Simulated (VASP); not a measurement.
```yaml
crystal:
  lattice:
    - [4.06940, 0.00000, 0.00000]
    - [0.00000, 4.06940, 0.00000]
    - [0.00000, 0.00000, 4.06940]
  atoms:
    - { symbol: Ba, position: [0.50000, 0.50000, 0.50000] }
    - { symbol: Ti, position: [0.00000, 0.00000, 0.00000] }
    - { symbol: O, position: [0.50000, 0.00000, 0.00000] }
    - { symbol: O, position: [0.00000, 0.50000, 0.00000] }
    - { symbol: O, position: [0.00000, 0.00000, 0.50000] }
```

The numbers are results of PBE GGA, VASP's PBE PAW potentials (set 64) (plane waves; VASP), not measurements. Numerical set-up: 400 eV cut-off, 4×4×4 Γ-centred mesh, Gaussian smearing of 0.010 eV, potentials Ba_sv Ti_sv O.

Unless said otherwise, spin-orbit coupling is left out, though it shifts the bands of the heavy elements here.

Q: Give the energies of bands 12 to 23 at the high-symmetry points, in eV from the valence-band maximum.

A: 
```json
[
 {"band": "12", "Γ": "-2.31", "X": "-3.86", "M": "-4.17", "R": "-4.34"},
 {"band": "13", "Γ": "-2.31", "X": "-2.68", "M": "-3.85", "R": "-3.69"},
 {"band": "14", "Γ": "-2.31", "X": "-2.68", "M": "-3.70", "R": "-3.69"},
 {"band": "15", "Γ": "-1.02", "X": "-1.89", "M": "-2.52", "R": "-2.41"},
 {"band": "16", "Γ": "-1.02", "X": "-1.78", "M": "-2.52", "R": "-2.41"},
 {"band": "17", "Γ": "-1.02", "X": "-1.77", "M": "-1.74", "R": "-2.41"},
 {"band": "18", "Γ": "-0.20", "X": "-1.77", "M": "-0.89", "R": "0.00"},
 {"band": "19", "Γ": "-0.20", "X": "-0.72", "M": "-0.89", "R": "0.00"},
 {"band": "20", "Γ": "-0.20", "X": "-0.72", "M": "-0.08", "R": "0.00"},
 {"band": "21", "Γ": "1.63", "X": "1.77", "M": "3.23", "R": "3.84"},
 {"band": "22", "Γ": "1.63", "X": "3.23", "M": "3.23", "R": "3.84"},
 {"band": "23", "Γ": "1.63", "X": "3.23", "M": "3.62", "R": "3.84"}
]
```

The gap is indirect, 1.63 eV, from the valence maximum at R to the conduction minimum at Γ.

The structure comes from a computed database's BaTiO3 entry; how it stands against other phases isn't given here. The cell was not relaxed at this level.
